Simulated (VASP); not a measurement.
```
SnSi
1.0
    3.45270     0.00000     0.00000
    0.00000     3.45270     0.00000
    0.00000     0.00000     7.28746
Sn Si
2 2
Direct
  0.50000   0.00000   0.34352
  0.00000   0.50000   0.65648
  0.00000   0.00000   0.00000
  0.50000   0.50000   0.00000
```

All values below come from PBEsol GGA, VASP's PBE PAW potentials (set 64) (plane waves; VASP). Run with 400 eV cut-off, Gaussian smearing of 0.050 eV, potentials Sn_d Si.

**Question.** Give the energies of bands 11 to 21 at the high-symmetry points, in eV from the Fermi level.

**Answer.** 
| band | Γ | X | M | Z | R | A |
|---|---|---|---|---|---|---|
| 11 | -12.72 | -9.72 | -6.88 | -12.59 | -9.62 | -6.79 |
| 12 | -9.35 | -9.72 | -6.88 | -10.43 | -9.62 | -6.79 |
| 13 | -8.51 | -6.49 | -6.68 | -5.88 | -7.16 | -6.64 |
| 14 | -1.84 | -6.49 | -6.68 | -5.00 | -7.16 | -6.64 |
| 15 | -1.84 | -4.39 | -4.01 | -1.79 | -1.91 | -4.22 |
| 16 | -0.93 | -4.39 | -4.01 | -1.79 | -1.91 | -4.22 |
| 17 | -0.34 | 0.91 | -2.15 | -0.05 | -1.74 | -3.46 |
| 18 | -0.06 | 0.91 | -2.15 | 1.81 | -1.74 | -3.46 |
| 19 | 1.94 | 2.23 | -1.98 | 2.19 | 0.93 | 0.98 |
| 20 | 3.02 | 2.23 | -1.98 | 2.19 | 0.93 | 0.98 |
| 21 | 3.02 | 3.19 | 0.18 | 3.70 | 3.60 | 1.23 |

It has no gap at this level: it comes out as a metal or semimetal.

The structure was generated: SiSn was put into the litharge type (P4/nmm), which need not be its known phase. It was relaxed first, which changed the volume by -42 %. VASP warned that the highest band is occupied, so more bands are needed.
